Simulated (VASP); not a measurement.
Wanted: the native input for a VASP 6.6.1 run.

- Task: optical spectrum
- Functional: PBE
- Potentials or basis: VASP PAW PBE potentials, release 64 (Mg, O)
- Cutoff: 520 eV
- k mesh: 12 × 12 × 12
- Occupations: gaussian, width 0.03 eV
- Spin: no spin polarisation
- Further INCAR settings: ALGO = Fast; EDIFF = 1e-07; NBANDS = 28

The structure of MgO (Periclase) lies in POSCAR:

```
MgO                                     
1.0
    0.0000000000      2.1039232588      2.1039232588
    2.1039232588      0.0000000000      2.1039232588
    2.1039232588      2.1039232588      0.0000000000
  Mg              O             
     1     1
Direct
     0.0000000000000000    0.0000000000000000    0.0000000000000000
     0.5000000000000000    0.5000000000000000    0.5000000000000000
```

These files were run (other wordings do the same):

INCAR

```
PREC     = Accurate       # precision mode
ENCUT    = 520            # plane-wave cutoff, eV
EDIFF    = 1E-7           # SCF threshold, eV
ISMEAR   = 0              # smearing method
SIGMA    = 0.03           # smearing width, eV
LREAL    = F              # projectors in reciprocal space
LASPH    = T              # aspherical terms in the spheres
NELM     = 80             # most SCF steps
ALGO     = Fast           # electronic algorithm
ISIF     = 2              # what is computed and relaxed
LWAVE    = F              # write WAVECAR
LCHARG   = F              # write CHGCAR
GGA      = PE             # functional
LOPTICS  = T              # frequency-dependent dielectric function
NBANDS   = 28             # bands
NEDOS    = 2000           # points of the DOS
CSHIFT   = 0.1
```

KPOINTS

```
regular mesh
0
Gamma
  12 12 12
```

Potentials or basis: VASP PAW PBE potentials, release 64 (Mg, O).

The run is started by

```bash
$ cat potpaw_PBE.64/Mg/POTCAR potpaw_PBE.64/O/POTCAR > POTCAR
$ mpirun -np 1 vasp_std > vasp.out
```

Results of the run:

* Pressure: 4.5 GPa
* Band gap on the k mesh: 4.76 eV, direct

Caveat: spectra need much finer meshes, so this one isn't converged; independent-particle spectra lack excitons.

Wall time 18 s on 1 thread of Intel(R) Xeon(R) 6975P-C (Granite Rapids), with other jobs on the host, peak memory 0.17 GiB.
